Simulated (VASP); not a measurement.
VASP input:

### INCAR
```
LASPH=.True.   # aspherical one-centre terms
ISMEAR=0
NSW=60   # most ionic steps
SYSTEM=CdTe
SIGMA=0.05   # width (eV)
GGA=PS
PREC=Accurate
EDIFFG=-0.02   # ionic stop
ALGO=Normal   # blocked Davidson
IBRION=2
LREAL=.False.   # projection in real space or not
LMAXMIX=4   # l cut-off of mixed one-centre charges
ENCUT=400   # plane-wave cut-off (eV)
ISIF=3
LWAVE=.False.
EDIFF=1E-6   # SCF stop (eV)
NELM=100
LCHARG=.False.
```

POSCAR:
```
CdTe
1.0
  4.5857738560   0.0000000000   0.0000000000
 -2.2928869280   3.9713971181   0.0000000000
  0.0000000000   0.0000000000   7.5009461462
Cd Te
2 2
direct
  0.3333330000   0.6666670000   0.0004361505
  0.6666670000   0.3333330000   0.5004361505
  0.3333330000   0.6666670000   0.3745638495
  0.6666670000   0.3333330000   0.8745638495
```

**KPOINTS**
```
Automatic mesh
0
Gamma
5 5 3
0 0 0
```

POTCAR, in this order: Cd Te (PBE.64 set). Program: vasp_std.

### Question
Translate this PBEsol calculation to Ansatz.

### Answer
One equivalent input (not run):
Ansatz 0.2 input:
```yaml
crystal:
  lattice:
    - [4.5857739, 0.0000000, 0.0000000]
    - [-2.2928869, 3.9713971, 0.0000000]
    - [0.0000000, 0.0000000, 7.5009461]
  atoms:
    - { symbol: Cd, position: [0.3333330, 0.6666670, 0.0004362] }
    - { symbol: Cd, position: [0.6666670, 0.3333330, 0.5004362] }
    - { symbol: Te, position: [0.3333330, 0.6666670, 0.3745638] }
    - { symbol: Te, position: [0.6666670, 0.3333330, 0.8745638] }
kpoints:
  mp_grid: { grid: [5, 5, 3] }
hamiltonian:
  xc: pbesol
  pseudopotentials: { kind: paw }
scf:
  occupations: { method: gaussian, width: 0.05 }
  max_iter: 100
relax:
  max_steps: 60
  f_tol: 0.02
  cell: {}
output: { forces: true, stress: true, eigenvalues: true }
```
Limits of the translation: each code has its own PAW files, so the cut-off isn't converted (ENCUT is set for VASP's; basis.ecutwfc is left out, and Ansatz then takes the one that its files recommend); Ansatz stops its SCF on the density residual and VASP on the energy change (EDIFF).

The structure comes from a computed database's CdTe entry (P6_3mc); how it stands against other phases isn't given here. This run relaxes it. Symmetry was kept, so distortions that lower it aren't found. The start is the result of an earlier pass.
